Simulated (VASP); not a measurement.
Calculation: AM05 GGA, VASP's PBE PAW potentials (set 64) (plane waves; VASP).

The input files of a VASP run:

### POSCAR
```
TiO2
1
    4.6010635058     0.0000000000     0.0000000000
    0.0000000000     4.6010635058     0.0000000000
    0.0000000000     0.0000000000     2.9412473514
Ti O
2 4
Direct
  1.0000000000   1.0000000000   0.0000000000
  0.5000000000   0.5000000000   0.5000000000
  0.3046533745   0.3046533745   1.0000000000
  0.8046533745   0.1953466255   0.5000000000
  0.1953466255   0.8046533745   0.5000000000
  0.6953466255   0.6953466255   0.0000000000
```

INCAR:
```
# general
SYSTEM =TiO2
PREC   =Accurate
ENCUT  =520   # plane-wave cut-off (eV)
LREAL  =.FALSE.
LASPH  =.TRUE.   # aspherical one-centre terms

# electronic loop
EDIFF  =1E-7   # SCF stop (eV)
NELM   =100   # most electronic steps
ALGO   =Normal
LMAXMIX=4   # l cut-off of mixed one-centre charges

# smearing
ISMEAR =0
SIGMA  =0.05   # width (eV)

# functional
GGA    =AM   # AM05

# ions
IBRION =2
NSW    =30   # most ionic steps
ISIF   =4
EDIFFG =-0.01   # ionic stop

# output
LWAVE  =.FALSE.
LCHARG =.FALSE.
```

**KPOINTS**
```
K-points
0
gamma
 5 5 8
```

POTCAR, in this order: Ti_sv O (PBE.64 set). Program: vasp_std.

Output

### OSZICAR
```
       N       E                     dE             d eps       ncg     rms          rms(c)
DAV:   1     0.672550187629E+03    0.67255E+03   -0.25109E+04  1680   0.203E+03
DAV:   2     0.509108016804E+02   -0.62164E+03   -0.60066E+03  1780   0.583E+02
DAV:   3    -0.656199070038E+02   -0.11653E+03   -0.11290E+03  2628   0.215E+02
DAV:   4    -0.708760315810E+02   -0.52561E+01   -0.52492E+01  2244   0.490E+01
DAV:   5    -0.710797220251E+02   -0.20369E+00   -0.20362E+00  2356   0.808E+00    0.324E+01
DAV:   6    -0.552472342677E+02    0.15832E+02   -0.10973E+02  2032   0.103E+02    0.121E+01
DAV:   7    -0.548722157107E+02    0.37502E+00   -0.15982E+01  2128   0.320E+01    0.804E+00
DAV:   8    -0.549681917089E+02   -0.95976E-01   -0.46841E+00  2084   0.202E+01    0.465E+00
DAV:   9    -0.547315296778E+02    0.23666E+00   -0.23436E+00  2196   0.137E+01    0.134E+00
DAV:  10    -0.547360480577E+02   -0.45184E-02   -0.15655E-01  2048   0.300E+00    0.193E-01
DAV:  11    -0.547364395756E+02   -0.39152E-03   -0.88107E-03  2100   0.634E-01    0.942E-02
DAV:  12    -0.547365299466E+02   -0.90371E-04   -0.75677E-04  2188   0.196E-01    0.570E-02
DAV:  13    -0.547364968868E+02    0.33060E-04   -0.18438E-04  2264   0.887E-02    0.771E-03
DAV:  14    -0.547364990488E+02   -0.21620E-05   -0.13970E-05  2064   0.307E-02    0.652E-03
DAV:  15    -0.547364986465E+02    0.40230E-06   -0.52686E-06  2260   0.183E-02    0.201E-03
DAV:  16    -0.547364986118E+02    0.34735E-07   -0.62981E-07  1900   0.731E-03
   1 F= -.54736499E+02 E0= -.54736499E+02  d E =-.547365E+02
```

File OUTCAR:
```
------------------------ aborting loop because EDIFF is reached ----------------------------------------
  FORCE on cell =-STRESS in cart. coord.  units (eV):
  Direction    XX          YY          ZZ          XY          YZ          ZX
  --------------------------------------------------------------------------------------
  Total        0.0181581      0.0181581     -0.0091949      0.0000000      0.0000000      0.0000000
  in kB        0.4672318      0.4672318     -0.2365970      0.0000000      0.0000000      0.0000000
  external PRESSURE =       0.2326222 kB  Pullay stress =       0.0000000 kB
  volume of cell :       62.27
      direct lattice vectors                 reciprocal lattice vectors
     4.601063506  0.000000000  0.000000000     0.217341056  0.000000000  0.000000000
     0.000000000  4.601063506  0.000000000     0.000000000  0.217341056  0.000000000
     0.000000000  0.000000000  2.941247351     0.000000000  0.000000000  0.339991806
 POSITION                                       TOTAL-FORCE (eV/Angst)
 -----------------------------------------------------------------------------------
      0.00000      0.00000      0.00000         0.000000      0.000000      0.000000
      2.30053      2.30053      1.47062         0.000000      0.000000      0.000000
      1.40173      1.40173      0.00000         0.000914      0.000914      0.000000
      3.70226      0.89880      1.47062         0.000914     -0.000914     -0.000000
      0.89880      3.70226      1.47062        -0.000914      0.000914      0.000000
      3.19933      3.19933      0.00000        -0.000914     -0.000914     -0.000000
 -----------------------------------------------------------------------------------
    total drift:                                0.000000      0.000000      0.000000
  FREE ENERGIE OF THE ION-ELECTRON SYSTEM (eV)
  ---------------------------------------------------
  free  energy   TOTEN  =       -54.7364986118 eV

  energy  without entropy=      -54.7364986118  energy(sigma->0) =      -54.73649861

 reached required accuracy - stopping structural energy minimisation
```
(Selected blocks of OUTCAR.)

**OUTCAR**
```
 val. band max:        4.7894711246   @ k =   0.0000   0.0000   0.0000

 cond. band min:       6.6269788162   @ k =   0.0000   0.0000   0.0000


 Fermi energy:         4.9900052380

 k-point     1 :       0.0000    0.0000    0.0000
  band No.  band energies     occupation
      1     -51.7392      2.00000
      2     -51.7213      2.00000
      3     -28.2365      2.00000
      4     -28.2365      2.00000
      5     -28.0653      2.00000
      6     -28.0653      2.00000
      7     -28.0190      2.00000
      8     -27.9847      2.00000
      9     -13.2887      2.00000
     10     -12.0999      2.00000
     11     -11.3393      2.00000
     12     -11.3393      2.00000
     13      -1.0317      2.00000
     14      -0.6048      2.00000
     15      -0.1766      2.00000
     16       0.9639      2.00000
     17       0.9639      2.00000
     18       2.2069      2.00000
     19       2.2069      2.00000
     20       2.8534      2.00000
     21       4.1179      2.00000
     22       4.3441      2.00000
     23       4.3441      2.00000
     24       4.7895      2.00000
     25       6.6270      0.00000
     26       6.9171      0.00000
     27       7.2129      0.00000
     28       7.2935      0.00000

 k-point     2 :       0.2000    0.0000    0.0000
  band No.  band energies     occupation
      1     -51.7375      2.00000
      2     -51.7230      2.00000
      3     -28.2236      2.00000
      4     -28.2224      2.00000
      5     -28.0809      2.00000
      6     -28.0797      2.00000
      7     -28.0157      2.00000
      8     -27.9879      2.00000
      9     -13.1477      2.00000
     10     -12.1136      2.00000
     11     -11.4717      2.00000
     12     -11.3934      2.00000
     13      -0.7819      2.00000
     14      -0.4504      2.00000
     15       0.0888      2.00000
     16       0.9796      2.00000
     17       0.9896      2.00000
     18       1.9739      2.00000
     19       2.1378      2.00000
     20       2.8747      2.00000
...
```

The compound is TiO2 in the rutile structure. It was relaxed first.
